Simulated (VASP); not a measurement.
WSi2 (MoSi2 type): the lattice constant c from VASP (plane waves, PAW) at several levels of theory. Static lattice. The measured value holds thermal and zero-point effects that the static calculation lacks.

```tsv
level	lattice constant c (Å)	error against measurement
LDA	7.781	-0.6 %
PBE	7.867	+0.5 %
PBEsol	7.820	-0.1 %
```

Measured: 7.831 Å (as given by Orest Pavlosiuk et al., Physical Review B (2022), arXiv:2202.05362).

The cell of the LDA run:

```
WSi2
1.0
   -1.59453     1.59453     3.89056
    1.59453    -1.59453     3.89056
    1.59453     1.59453    -3.89056
Si W
2 1
Direct
  0.66537   0.66537   0.00000
  0.33463   0.33463   0.00000
  0.00000   0.00000   0.00000
```

Only levels that ran to the end are used. Left out are those held back, those with too coarse a band path, GW runs whose mesh misses a band edge, hybrids' fits of cells that aren't cubic and levels without matching references; a question may draw on a part of the rest.

The compound is WSi2 in the MoSi2 type structure.
